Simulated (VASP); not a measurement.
**MgZnSeS with optB86b-vdW: from relaxation to properties**

What structure does MgZnSeS take at this level, and what are its properties? The steps: rough relaxation of the start cell, full relaxation (optB86b-vdW), density, ELF and potential (optB86b-vdW), band structure (optB86b-vdW), total and projected DOS (optB86b-vdW) and optical spectrum (optB86b-vdW). The cell is invented: it takes the structure of a Materials Project entry for Zn2SeS (space group 160 there), with some of its atoms replaced by other elements, volume scaled by an estimate. It may not be a known or stable phase.

Calculated with VASP 6.6.1; optB86b-vdW; plane waves and PAW (Se, Zn, S, Mg); invented cell.

Report form: the programs' logs are mostly left out.

### Step 1. Starting point

Before any relaxation, the start is as follows. Symmetry: R3m, No. 160, trigonal system. Conventional cell: a = 3.924 Å, b = 3.924 Å, c = 19.232 Å, α = 90.00°, β = 90.00°, γ = 120.00°. Nearest to Se lie 3 Mg at 2.43 Å and 1 Zn at 2.46 Å. Zn has 3 S at 2.38 Å and 1 Se at 2.46 Å nearest. S has 1 Mg at 2.34 Å and 3 Zn at 2.38 Å nearest. Nearest to Mg lie 1 S at 2.34 Å and 3 Se at 2.43 Å. It derives from Zn2SeS. it takes the structure of a Materials Project entry for Zn2SeS (space group 160 there), with some of its atoms replaced by other elements, volume scaled by an estimate. Farther neighbours and most contacts between anions are not listed.

As a file:

```cif
data_structure
_symmetry_space_group_name_H-M 'R3m:H'
_symmetry_Int_Tables_number 160
_cell_length_a 3.9239
_cell_length_b 3.9239
_cell_length_c 19.2316
_cell_angle_alpha 90.000
_cell_angle_beta 90.000
_cell_angle_gamma 120.000
_cell_volume 256.44
loop_
_atom_site_label
_atom_site_type_symbol
_atom_site_symmetry_multiplicity
_atom_site_Wyckoff_symbol
_atom_site_fract_x
_atom_site_fract_y
_atom_site_fract_z
_atom_site_occupancy
Se1 Se 3 a 0.33333 0.66667 0.04214 1
Zn1 Zn 3 a 0.33333 0.66667 0.17029 1
S1 S 3 a 0.66667 0.33333 0.20798 1
Mg1 Mg 3 a 0.66667 0.33333 0.32959 1
```

### Step 2. Rough relaxation of the start cell

The start is only an estimate, so a cheap relaxation brings it near a minimum before any careful run. optB86b-vdW pairs nonlocal correlation with a less repulsive exchange of B86b form. LUSE_VDW switches on a nonlocal correlation term for dispersion.

File INCAR:

```
SYSTEM = MgZnSeS
PREC = Normal
ENCUT = 400
EDIFF = 1E-05
NELM = 60
ISMEAR = 0
SIGMA = 0.05
LREAL = .FALSE.
ALGO = Fast
GGA = MK
AGGAC = 0
LUSE_VDW = .TRUE.
PARAM1 = 0.1234
PARAM2 = 1
LASPH = .TRUE.
NBANDS = 19
LORBIT = 11
LWAVE = .FALSE.
LCHARG = .FALSE.
KPAR = 2
IBRION = 2
NSW = 40
ISIF = 3
EDIFFG = -0.04
```

File POSCAR:

```
MgZnSeS
1.0
    1.9619730000      1.1327460000      6.4105230000
   -1.9619730000      1.1327460000      6.4105230000
    0.0000000000     -2.2654920000      6.4105230000
Se Zn S Mg
1 1 1 1
Direct
    0.6245269400      0.6245269400      0.6245269400
    0.4963773900      0.4963773900      0.4963773900
    0.1253508100      0.1253508100      0.1253508100
    0.0037438600      0.0037438600      0.0037438600
```

File KPOINTS:

```
Automatic mesh
0
Gamma
5 5 5
0 0 0
```

PAW data sets: Se, Zn, S and Mg (PBE family, release 64).

Started as:

```
$ mpirun -np 2 vasp_std
```

Wall time 14 min (2 MPI ranks of Intel Xeon Platinum 8488C (Sapphire Rapids), shared host); peak memory 0.96 GiB; 29 min of CPU time.

The gap is read on the k-mesh alone, so it is an upper bound where the band edges lie off the mesh. This relaxation is a rough one on cheap settings, only to bring the start near its minimum. The PAW data sets were made with PBE, which is usual practice but a small mismatch for other functionals. The run keeps the 6 symmetry operations of its start, so it cannot find a distortion of lower symmetry.

Step by step:

| step | energy less that of the first step (eV) | largest force (eV/Å) | pressure (GPa) | volume (Å³) |
| --- | --- | --- | --- | --- |
| 1 | 0.0000 | 0.7606 | 4.93 | 85.48 |
| 2 | -0.1130 | 0.2544 | -1.47 | 93.88 |
| 3 | -0.1185 | 0.3424 | -0.48 | 92.19 |
| 4 | -0.1184 | 0.3500 | -0.13 | 92.05 |
| 5 | -0.1252 | 0.1934 | -0.01 | 91.67 |
| 6 | -0.1275 | 0.0733 | 0.16 | 91.39 |
| 7 | -0.1277 | 0.0534 | 0.32 | 91.28 |
| 8 | -0.1284 | 0.0451 | -0.20 | 91.87 |
| 9 | -0.1284 | 0.0497 | -0.22 | 91.69 |
| 10 | -0.1284 | 0.0484 | -0.11 | 91.65 |
| 11 | -0.1284 | 0.0465 | -0.10 | 91.66 |
| 12 | -0.1284 | 0.0466 | -0.13 | 91.67 |
| 13 | -0.1288 | 0.0394 | -0.15 | 91.53 |

| conventional cell, symmetrised | before | after | change |
| --- | --- | --- | --- |
| a (Å) | 3.924 | 4.005 | +2.1 % |
| b (Å) | 3.924 | 4.005 | +2.1 % |
| c (Å) | 19.232 | 19.767 | +2.8 % |
| volume (Å³/atom) | 21.37 | 22.88 | +7.1 % |

The atoms that moved most (Å, as changes of fractional coordinates times the final cell):

| atom | dx | dy | dz | length |
| --- | --- | --- | --- | --- |
| Se1 | 0.000 | 0.000 | -0.067 | 0.067 |
| S3 | 0.000 | 0.000 | 0.053 | 0.053 |
| Zn2 | 0.000 | 0.000 | 0.009 | 0.009 |

Final coordinates:

```xyz
4
Lattice="2.0025 1.1561 6.5890 -2.0025 1.1561 6.5890 0.0000 -2.3123 6.5890" Properties=species:S:1:pos:R:3 pbc="T T T"
Se    0.0000    0.0000   12.2784
Zn    0.0000    0.0000    9.8212
S     0.0000    0.0000    2.5313
Mg    0.0000    0.0000    0.0779
```

Numbers from this step:

| Property | Result |
| --- | --- |
| electrons | 26 |
| bands | 19 |
| irreducible k-points | 19 |
| symmetry operations | 6 |
| free energy (TOTEN) | -6.813 eV |
| Fermi energy | 1.604 eV |
| pressure | -0.1461 GPa |
| metallic | no |
| valence top at k | 0, 0, 0 |
| conduction bottom at k | 0, 0, 0 |
| least direct gap at k | 0, 0, 0 |
| SCF cycles over all ionic steps | 73 |
| gap on the k-mesh | 1.665 eV |
| least direct gap on the k-mesh | 1.665 eV |

It ends with a largest force of 0.039 eV/Å and a pressure of -0.15 GPa.

### Step 3. Full relaxation (optB86b-vdW)

Properties are meant for the cell that this level of theory prefers, so cell and atoms are relaxed first (ISIF = 3) until forces and stress are small; EDIFFG sets the threshold.

File INCAR:

```
SYSTEM = MgZnSeS
PREC = Accurate
ENCUT = 400
EDIFF = 1E-06
NELM = 100
ISMEAR = 0
SIGMA = 0.05
LREAL = .FALSE.
ALGO = Normal
GGA = MK
AGGAC = 0
LUSE_VDW = .TRUE.
PARAM1 = 0.1234
PARAM2 = 1
LASPH = .TRUE.
NBANDS = 19
LORBIT = 11
LWAVE = .FALSE.
LCHARG = .FALSE.
KPAR = 2
IBRION = 2
NSW = 60
ISIF = 3
EDIFFG = -0.01
```

File POSCAR:

```
MgZnSeS
1.0
    2.0025007074      1.1561447050      6.5890043881
   -2.0025007074      1.1561447050      6.5890043881
    0.0000000000     -2.3122894099      6.5890043881
Se Zn S Mg
1 1 1 1
Direct
    0.6211562484      0.6211562484      0.6211562484
    0.4968475590      0.4968475590      0.4968475590
    0.1280548363      0.1280548363      0.1280548363
    0.0039403563      0.0039403563      0.0039403563
```

File KPOINTS:

```
Automatic mesh
0
Gamma
7 7 7
0 0 0
```

Started as:

```
$ mpirun -np 2 vasp_std
```

The job ended after 12 min (2 MPI ranks; peak memory 1.8 GiB).

Relaxation path:

| step | energy less that of the first step (eV) | largest force (eV/Å) | pressure (GPa) | volume (Å³) |
| --- | --- | --- | --- | --- |
| 1 | 0.0000 | 0.0410 | -0.04 | 91.53 |
| 2 | -0.0001 | 0.0227 | 0.02 | 91.45 |
| 3 | -0.0002 | 0.0083 | 0.07 | 91.38 |
| 4 | -0.0002 | 0.0081 | -0.03 | 91.48 |

| conventional cell, symmetrised | before | after | change |
| --- | --- | --- | --- |
| a (Å) | 4.005 | 4.001 | -0.1 % |
| b (Å) | 4.005 | 4.001 | -0.1 % |
| c (Å) | 19.767 | 19.795 | +0.1 % |
| volume (Å³/atom) | 22.88 | 22.87 | -0.1 % |

The relaxed structure:

```xyz
4
Lattice="2.0005 1.1550 6.5983 -2.0005 1.1550 6.5983 0.0000 -2.3100 6.5983" Properties=species:S:1:pos:R:3 pbc="T T T"
Se    0.0000    0.0000   12.2926
Zn    0.0000    0.0000    9.8353
S     0.0000    0.0000    2.5320
Mg    0.0000    0.0000    0.0835
```

This step gave:

```yaml
irreducible_k_points: 44
free_energy_toten: -6.826 eV
fermi_energy: 1.567 eV
pressure: -0.03141 GPa
scf_cycles_over_all_ionic_steps: 30
gap_on_the_k_mesh: 1.649 eV
least_direct_gap_on_the_k_mesh: 1.649 eV
```

It ends with a largest force of 0.008 eV/Å and a pressure of -0.03 GPa.

### Step 4. Density, ELF and potential (optB86b-vdW)

The relaxed cell gets a fresh self-consistent run, on a basis set for its own volume, to fix the density and to check the remaining stress.

INCAR: that of step 3 with these lines changed.

```diff
@@ -18,7 +18,5 @@
 LWAVE = .FALSE.
-LCHARG = .FALSE.
-KPAR = 2
-IBRION = 2
-NSW = 60
-ISIF = 3
-EDIFFG = -0.01
+LCHARG = .TRUE.
+ISIF = 2
+LELF = .TRUE.
+LVHAR = .TRUE.
```

File POSCAR:

```
MgZnSeS
1.0
    2.0005306991      1.1550073190      6.5982528093
   -2.0005306991      1.1550073190      6.5982528093
    0.0000000000     -2.3100146380      6.5982528093
Se Zn S Mg
1 1 1 1
Direct
    0.6210036071      0.6210036071      0.6210036071
    0.4968641503      0.4968641503      0.4968641503
    0.1279122356      0.1279122356      0.1279122356
    0.0042190069      0.0042190069      0.0042190069
```

KPOINTS is that of step 3.

Started as:

```
$ mpirun -np 2 vasp_std
```

It took 3.2 min on 2 MPI ranks; peak memory 1.1 GiB.

This step gave:

```yaml
scf_cycles: 15
bands: 20
fermi_energy: 1.631 eV
pressure: -0.01916 GPa
```

Valence electrons inside each PAW sphere by angular momentum. Sphere charges, by row:

| atom | s (e) | p (e) | d (e) | tot (e) |
| --- | --- | --- | --- | --- |
| Se1 | 1.432 | 2.521 | 0.015 | 3.968 |
| Zn2 | 0.505 | 0.408 | 9.793 | 10.71 |
| S3 | 1.32 | 2.41 | 0 | 3.73 |
| Mg4 | 0.174 | 0.154 | 0.038 | 0.367 |

Electrostatic potential energy in the ac plane of the conventional cell at fractional y = 0.000, with atoms of Se and Zn and S and Mg within 0.2 Å of it. With pseudopotentials it is smooth inside the atoms' cores, unlike the true potential.

Ten even steps from '0' (-39 eV) to '9' (5 eV), each cell a mean:
```
44578999998754
78899999999987
00379999998610
01389988998620
99999999999999
99999999999999
99999988999999
99999888899999
99999988899999
99999999999999
88899999999988
76678999998667
66789999998766
67899999999876
20169999998400
11478988898631
99999988899999
99999999999999
99999999999999
99999888899999
99999999999999
99999999999999
88999998999988
44678999998754
```
Columns run along a (4.0 Å; values clipped at the 3rd and 97th percentile), rows up along c (19.8 Å), edges of the conventional cell, whose origin can differ from the input's. Atoms in or near the plane, at fractional coordinates: Se at (0.00, 0.38), Zn at (0.00, 0.50), S at (0.00, 0.87), Mg at (0.00, 0.00).

ELF in the ac plane of the conventional cell at fractional y = 0.000, with atoms of Se and Zn and S and Mg within 0.2 Å of it. It is the smooth field of the valence electrons, not physical close to the nuclei.

Values, 24 rows by 14 columns, each cell a mean:
```
0.23 0.16 0.13 0.18 0.26 0.30 0.32 0.33 0.32 0.29 0.23 0.15 0.13 0.19
0.87 0.83 0.72 0.53 0.29 0.12 0.05 0.04 0.07 0.17 0.39 0.62 0.77 0.86
0.62 0.74 0.82 0.79 0.61 0.32 0.13 0.10 0.19 0.43 0.71 0.82 0.80 0.68
0.62 0.75 0.83 0.79 0.55 0.28 0.16 0.15 0.19 0.37 0.68 0.82 0.81 0.69
0.57 0.54 0.45 0.32 0.19 0.15 0.15 0.15 0.15 0.16 0.24 0.38 0.49 0.56
0.04 0.04 0.05 0.10 0.21 0.33 0.41 0.43 0.38 0.28 0.15 0.07 0.04 0.04
0.02 0.04 0.13 0.35 0.60 0.74 0.81 0.83 0.79 0.70 0.50 0.24 0.08 0.03
0.03 0.06 0.17 0.41 0.66 0.79 0.86 0.87 0.84 0.75 0.56 0.29 0.11 0.04
0.02 0.03 0.07 0.14 0.24 0.32 0.37 0.38 0.36 0.30 0.20 0.11 0.05 0.02
0.04 0.05 0.06 0.09 0.16 0.23 0.28 0.29 0.26 0.20 0.13 0.07 0.05 0.04
0.17 0.16 0.16 0.23 0.40 0.55 0.62 0.63 0.60 0.50 0.32 0.19 0.16 0.16
0.04 0.06 0.14 0.20 0.31 0.51 0.61 0.63 0.58 0.44 0.23 0.18 0.10 0.04
0.10 0.13 0.18 0.18 0.15 0.16 0.19 0.20 0.18 0.16 0.16 0.19 0.16 0.11
0.67 0.66 0.62 0.52 0.35 0.17 0.05 0.03 0.09 0.24 0.43 0.57 0.64 0.67
0.58 0.72 0.83 0.84 0.75 0.51 0.19 0.10 0.31 0.63 0.80 0.84 0.79 0.65
0.69 0.77 0.84 0.85 0.79 0.58 0.25 0.15 0.38 0.69 0.83 0.85 0.82 0.73
0.52 0.51 0.49 0.44 0.34 0.21 0.11 0.09 0.15 0.26 0.39 0.47 0.50 0.52
0.05 0.05 0.05 0.07 0.15 0.25 0.34 0.37 0.31 0.21 0.11 0.06 0.05 0.05
0.01 0.02 0.07 0.20 0.40 0.56 0.65 0.67 0.62 0.50 0.31 0.14 0.05 0.01
0.01 0.03 0.09 0.21 0.36 0.45 0.48 0.49 0.47 0.42 0.30 0.15 0.06 0.02
0.01 0.02 0.04 0.08 0.14 0.17 0.18 0.19 0.18 0.16 0.12 0.06 0.03 0.01
0.02 0.03 0.07 0.14 0.23 0.30 0.34 0.35 0.32 0.27 0.19 0.10 0.05 0.03
0.06 0.11 0.26 0.48 0.64 0.71 0.74 0.74 0.73 0.69 0.58 0.39 0.19 0.08
0.01 0.06 0.26 0.57 0.71 0.75 0.76 0.75 0.76 0.74 0.67 0.45 0.16 0.02
```
Columns run along a (4.0 Å), rows up along c (19.8 Å), edges of the conventional cell, whose origin can differ from the input's. Atoms in or near the plane, at fractional coordinates: Se at (0.00, 0.38), Zn at (0.00, 0.50), S at (0.00, 0.87), Mg at (0.00, 0.00).

Valence density in the ac plane of the conventional cell at fractional y = 0.000, with atoms of Se and Zn and S and Mg within 0.2 Å of it. It is the smooth field of the valence electrons, not physical close to the nuclei.

Ten steps, logarithmic in the rise over the least value, from '0' (0 e/Å³) to '9' (12 e/Å³), each cell a mean:
```
00000000000000
32210000001123
44432100112444
44432111122444
22111111111112
00000111100000
00011222221000
00011222221000
00000011100000
00000000000000
22111122211112
98622222222479
87421000011357
33221000001233
23432100113443
34432110112343
11110000001111
00000001000000
00001222211000
00011223221000
00000111110000
00000111100000
00011222221100
00011222221100
```
Columns run along a (4.0 Å), rows up along c (19.8 Å), edges of the conventional cell, whose origin can differ from the input's. Atoms in or near the plane, at fractional coordinates: Se at (0.00, 0.38), Zn at (0.00, 0.50), S at (0.00, 0.87), Mg at (0.00, 0.00).

In this run the pressure is -0.02 GPa, small enough to go on.

### Step 5. Band structure (optB86b-vdW)

Levels along the symmetry lines show where the bands peak and cross; KPOINTS_OPT computes them in the converged potential.

INCAR: that of step 4 with these lines changed.

```diff
@@ -15,8 +15,6 @@
 LASPH = .TRUE.
-NBANDS = 19
+NBANDS = 27
 LORBIT = 11
 LWAVE = .FALSE.
-LCHARG = .TRUE.
-ISIF = 2
-LELF = .TRUE.
-LVHAR = .TRUE.
+LCHARG = .FALSE.
+KPAR = 2
```

POSCAR is that of step 4.

KPOINTS is that of step 4.

File KPOINTS_OPT:

```
Line mode
16
Line-mode
Reciprocal
  0.00000000   0.00000000   0.00000000 GAMMA
  0.50000000   0.00000000   0.00000000 L

  0.50000000   0.00000000   0.00000000 L
  0.50000000   0.18709440  -0.18709440 B1

  0.81290560   0.50000000   0.18709440 B
  0.50000000   0.50000000   0.50000000 Z

  0.50000000   0.50000000   0.50000000 Z
  0.00000000   0.00000000   0.00000000 GAMMA

  0.00000000   0.00000000   0.00000000 GAMMA
  0.34354720   0.00000000  -0.34354720 X

  0.65645280   0.34354720   0.00000000 Q
  0.50000000   0.50000000   0.00000000 F

  0.50000000   0.50000000   0.00000000 F
  0.65645280   0.65645280   0.18709440 P1

  0.65645280   0.65645280   0.18709440 P1
  0.50000000   0.50000000   0.50000000 Z

  0.50000000   0.00000000   0.00000000 L
  0.81290560   0.34354720   0.34354720 P
```

Started as:

```
$ mpirun -np 2 vasp_std
```

Run time: 6.7 min. Hardware: 2 MPI ranks; peak memory 1.8 GiB; 13 min of CPU time.

Spin-orbit coupling is off here; it would split degenerate levels, and it lifts a valence top of Se p states by about 0.1 eV.

Numbers from this step:

| Item | Value |
| --- | --- |
| SCF cycles | 14 |
| bands | 27 |
| Fermi energy | 1.595 eV |
| pressure | -0.003564 GPa |
| least gap on mesh and path | 1.649 eV |
| least direct gap on mesh and path | 1.649 eV |

The electronic bands at the labelled points (eV, zero at the valence-band top; v1 is the highest filled band, c1 the lowest empty one):

| point | v4 | v3 | v2 | v1 | c1 | c2 | c3 | c4 |
| --- | --- | --- | --- | --- | --- | --- | --- | --- |
| Γ | -0.76 | -0.24 | 0.00 | 0.00 | 1.65 | 4.09 | 6.25 | 6.25 |
| 0.47 of the way | -1.73 | -1.20 | -0.64 | -0.40 | 3.41 | 5.03 | 5.88 | 6.34 |
| L | -2.24 | -1.80 | -1.68 | -0.80 | 3.85 | 4.63 | 5.90 | 6.28 |
| 0.47 of the way | -2.51 | -2.17 | -1.54 | -1.21 | 4.81 | 5.10 | 5.89 | 6.16 |
| B1 | -2.60 | -2.13 | -1.41 | -1.26 | 4.14 | 4.87 | 5.62 | 7.06 |
| jump to B | -2.60 | -2.13 | -1.41 | -1.26 | 4.14 | 4.87 | 5.62 | 7.06 |
| 0.47 of the way | -1.73 | -1.45 | -1.15 | -0.72 | 4.12 | 4.49 | 5.45 | 6.49 |
| Z | -0.69 | -0.69 | -0.12 | -0.12 | 2.73 | 4.60 | 6.00 | 6.61 |
| 0.47 of the way | -0.72 | -0.72 | -0.06 | -0.06 | 2.35 | 4.33 | 6.26 | 6.44 |
| Γ | -0.76 | -0.24 | 0.00 | 0.00 | 1.65 | 4.09 | 6.25 | 6.25 |
| 0.53 of the way | -2.25 | -1.82 | -1.14 | -0.45 | 4.06 | 5.42 | 6.10 | 6.39 |
| X | -2.68 | -2.11 | -1.46 | -1.26 | 4.15 | 5.30 | 5.42 | 6.64 |
| jump to Q | -2.68 | -2.11 | -1.46 | -1.26 | 4.15 | 5.30 | 5.42 | 6.64 |
| 0.47 of the way | -2.40 | -1.63 | -1.25 | -0.94 | 3.59 | 4.04 | 5.65 | 6.12 |
| F | -1.83 | -1.76 | -0.75 | -0.56 | 3.08 | 3.24 | 4.90 | 6.70 |
| 0.47 of the way | -1.82 | -1.78 | -0.83 | -0.57 | 3.13 | 3.31 | 4.94 | 6.60 |
| P1 | -1.82 | -1.79 | -1.07 | -0.61 | 3.28 | 3.58 | 5.09 | 6.32 |
| 0.47 of the way | -1.54 | -1.31 | -1.18 | -0.36 | 3.81 | 4.30 | 5.67 | 6.47 |
| Z | -0.69 | -0.69 | -0.12 | -0.12 | 2.73 | 4.60 | 6.00 | 6.61 |
| jump to L | -2.24 | -1.80 | -1.68 | -0.80 | 3.85 | 4.63 | 5.90 | 6.28 |
| 0.53 of the way | -2.08 | -1.73 | -1.52 | -0.72 | 3.61 | 4.30 | 5.44 | 6.07 |
| P | -1.82 | -1.79 | -1.07 | -0.61 | 3.28 | 3.58 | 5.09 | 6.32 |

Of the projections kept (Se, Zn, S, Mg), the largest for each band there; the rest of the weight can lie on other orbitals:

| point | v4 | v3 | v2 | v1 | c1 | c2 | c3 | c4 |
| --- | --- | --- | --- | --- | --- | --- | --- | --- |
| Γ | S 0.65 | S 0.46 | Se 0.77 | Se 0.77 | Zn 0.54 | Se 0.43 | Zn 0.87 | Zn 0.87 |
| L | S 0.56 | Se 0.46 | S 0.72 | Se 0.87 | Zn 0.68 | Se 0.44 | Zn 0.43 | Mg 0.35 |
| B1 | S 0.52 | Se 0.76 | S 0.60 | Se 0.63 | Zn 0.56 | S 0.30 | S 0.49 | Se 0.47 |
| B | S 0.52 | Se 0.76 | S 0.60 | Se 0.63 | Zn 0.56 | S 0.30 | S 0.49 | Se 0.47 |
| Z | S 0.72 | S 0.72 | Se 0.88 | Se 0.88 | Zn 0.61 | Se 0.47 | S 0.38 | Zn 0.88 |
| Γ | S 0.65 | S 0.46 | Se 0.77 | Se 0.77 | Zn 0.54 | Se 0.43 | Zn 0.87 | Zn 0.87 |

The path finds the gap of the mesh within 0.02 eV, so the mesh comes close to both band edges.

### Step 6. Total and projected DOS (optB86b-vdW)

A density of states needs more k-points than a total energy; ISMEAR = -5 takes tetrahedra, and LORBIT projects the states on the PAW spheres. The mesh is finer than in the run before.

INCAR: that of step 5 with these lines changed.

```diff
@@ -5,3 +5,3 @@
 NELM = 100
-ISMEAR = 0
+ISMEAR = -5
 SIGMA = 0.05
@@ -20 +20,2 @@
 KPAR = 2
+NEDOS = 2001
```

POSCAR is that of step 5.

File KPOINTS:

```
Automatic mesh
0
Gamma
10 10 10
0 0 0
```

Started as:

```
$ mpirun -np 2 vasp_std
```

It took 7 min on 2 MPI ranks; peak memory 2 GiB.

Numbers from this step:

| Quantity | Value |
| --- | --- |
| irreducible k-points | 116 |
| free energy (TOTEN) | -6.827 eV |
| Fermi energy | 1.368 eV |
| pressure | -0.005340 GPa |

(Continued in part 2 of 2.)

[Lines on the potential files, build, host, timing and source positions are cut from VASP's logs without a mark.]

[Logs are printed without paths, hosts, clocks, repeated set-up lines and the standing remarks that a program may print on its own settings, such as how far it seeks lower states.]

[Hosts, paths, dates, database ids (printed as entryN), source tags and the programs' standing remarks are cut or masked in the printed files.]

[A measured line is paired with the nearest computed mode of its activity, which favours agreement.]
